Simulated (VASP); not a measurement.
```
AlCo
1.0
    2.84983     0.00000     0.00000
    0.00000     2.84983     0.00000
    0.00000     0.00000     2.84983
Al Co
1 1
Direct
  0.50000   0.50000   0.50000
  0.00000   0.00000   0.00000
```

The numbers are results of PBE GGA, VASP's PBE PAW potentials (set 64) (plane waves; VASP 6.6.1), not measurements. Numerical set-up: 530 eV cut-off, 12×12×12 Γ-centred mesh, first-order Methfessel-Paxton smearing of 0.10 eV, potentials Al Co.

Finite-difference elastic constants of metals are sensitive to mesh and smearing; shear constants can be off by tens of GPa.

### Question
Give the elastic stiffness tensor with the ions relaxed (GPa, in the frame of the cell).

### Answer

|  | xx | yy | zz | yz | xz | xy |
|---|---|---|---|---|---|---|
| xx | 291 | 124 | 124 | 0.0 | 0.0 | 0.0 |
| yy | 124 | 291 | 124 | 0.0 | 0.0 | 0.0 |
| zz | 124 | 124 | 291 | 0.0 | 0.0 | 0.0 |
| yz | 0.0 | 0.0 | 0.0 | 143 | 0.0 | 0.0 |
| xz | 0.0 | 0.0 | 0.0 | 0.0 | 143 | 0.0 |
| xy | 0.0 | 0.0 | 0.0 | 0.0 | 0.0 | 143 |

### Question
Predict the Hill bulk modulus, Hill shear modulus, Young's modulus, Poisson's ratio.

### Answer

```yaml
hill_bulk_modulus: 180 GPa
hill_shear_modulus: 115 GPa
Young's modulus: 285 GPa
Poisson's ratio: 0.236
```

The compound is CoAl in the CsCl type structure. It was relaxed first. The run is not spin-polarised, so no magnetic state was tried.
